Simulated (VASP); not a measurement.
**Sn (space group Immm): computed properties**

These are r2SCAN meta-GGA, VASP's PBE PAW potentials (set 64) (plane waves; VASP) values and carry that method's errors.

```json
{
  "space_group": "Immm (71)",
  "cell": "a = 3.319 Å, b = 4.040 Å, c = 4.065 Å, α = β = γ = 90.00°",
  "volume_per_atom": "27.26 Å³/atom",
  "band gap (over mesh and band path)": "none (metal, semimetal or under 0.01 eV)",
  "density": "7.23 g/cm³"
}
```

```cif
data_Sn
_chemical_formula_sum 'Sn1'
_space_group_name_H-M_alt 'P 1'
_space_group_IT_number 1
_cell_length_a 3.31152
_cell_length_b 3.31152
_cell_length_c 3.31152
_cell_angle_alpha 119.855
_cell_angle_beta 104.813
_cell_angle_gamma 104.272
loop_
_space_group_symop_operation_xyz
  'x, y, z'
loop_
_atom_site_label
_atom_site_type_symbol
_atom_site_fract_x
_atom_site_fract_y
_atom_site_fract_z
_atom_site_occupancy
Sn1 Sn 0.00000 0.00000 0.00000 1
```

Unless said otherwise, spin-orbit coupling is left out, though it shifts the bands of the heavy elements here.

The structure comes from a computed database's Sn entry (Immm); how it stands against other phases isn't given here. It was relaxed first. Symmetry was kept, so distortions that lower it aren't found.
